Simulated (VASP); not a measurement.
Data:

```
CELL_PARAMETERS angstrom
      0.00000     2.35668     2.35668
      2.35668     0.00000     2.35668
      2.35668     2.35668     0.00000
ATOMIC_POSITIONS crystal
  Zr 0.00000 0.00000 0.00000
  C  0.50000 0.50000 0.50000
```

Method: r2SCAN meta-GGA, VASP's PBE PAW potentials (set 64) (plane waves; VASP). Settings: 600 eV cut-off, 12×12×12 Γ-centred mesh, first-order Methfessel-Paxton smearing of 0.10 eV, potentials Zr_sv C.

Each row applies one change to this cell, which was relaxed at other settings and keeps the small stress of the first row; at a fixed cut-off the stress holds a Pulay part, so it need not integrate to ΔE exactly. Stress is in GPa, positive when the cell is compressed.

```json
[
 {"change": "none", "ΔE (meV/atom)": "0.0", "σxx": "-0.10", "σyy": "-0.10", "σzz": "-0.10", "largest shear component, with its sign (GPa)": "0.00", "largest force (eV/Å)": "0.000"},
 {"change": "atom 1 (Zr) moved by -0.150 Å along z", "ΔE (meV/atom)": "34.8", "σxx": "-0.42", "σyy": "-0.42", "σzz": "5.54", "largest shear component, with its sign (GPa)": "0.00", "largest force (eV/Å)": "0.987"},
 {"change": "uniaxial strain of +3.0 % along x", "ΔE (meV/atom)": "15.6", "σxx": "-12.28", "σyy": "-3.10", "σzz": "-3.10", "largest shear component, with its sign (GPa)": "0.00", "largest force (eV/Å)": "0.000"},
 {"change": "isotropic strain of +0.5 %", "ΔE (meV/atom)": "2.1", "σxx": "-3.44", "σyy": "-3.44", "σzz": "-3.44", "largest shear component, with its sign (GPa)": "0.00", "largest force (eV/Å)": "0.000"},
 {"change": "atom 2 (C) moved by -0.100 Å along x", "ΔE (meV/atom)": "15.3", "σxx": "2.29", "σyy": "-0.26", "σzz": "-0.26", "largest shear component, with its sign (GPa)": "0.00", "largest force (eV/Å)": "0.599"},
 {"change": "atom 2 (C) moved by -0.200 Å along x", "ΔE (meV/atom)": "?", "σxx": "?", "σyy": "?", "σzz": "?", "largest shear component, with its sign (GPa)": "?", "largest force (eV/Å)": "?"},
 {"change": "biaxial strain of +4.0 % in the yz plane", "ΔE (meV/atom)": "?", "σxx": "?", "σyy": "?", "σzz": "?", "largest shear component, with its sign (GPa)": "?", "largest force (eV/Å)": "?"},
 {"change": "atom 2 (C) moved by -0.075 Å along y", "ΔE (meV/atom)": "8.6", "σxx": "-0.19", "σyy": "1.21", "σzz": "-0.19", "largest shear component, with its sign (GPa)": "0.00", "largest force (eV/Å)": "0.462"}
]
```

Problem. Complete the blanks.

Solution. 
- atom 2 (C) moved by -0.200 Å along x, ΔE (meV/atom): 65.3
- atom 2 (C) moved by -0.200 Å along x, σxx: 10.26
- atom 2 (C) moved by -0.200 Å along x, σyy: -0.65
- atom 2 (C) moved by -0.200 Å along x, σzz: -0.65
- atom 2 (C) moved by -0.200 Å along x, largest shear component, with its sign (GPa): 0.00
- atom 2 (C) moved by -0.200 Å along x, largest force (eV/Å): 1.467
- biaxial strain of +4.0 % in the yz plane, ΔE (meV/atom): 66.4
- biaxial strain of +4.0 % in the yz plane, σxx: -7.94
- biaxial strain of +4.0 % in the yz plane, σyy: -18.45
- biaxial strain of +4.0 % in the yz plane, σzz: -18.45
- biaxial strain of +4.0 % in the yz plane, largest shear component, with its sign (GPa): 0.00
- biaxial strain of +4.0 % in the yz plane, largest force (eV/Å): 0.000

Failed runs are left out, and for metals the shear rows, which the mesh's noise covers.

The compound is ZrC in the rock salt structure.
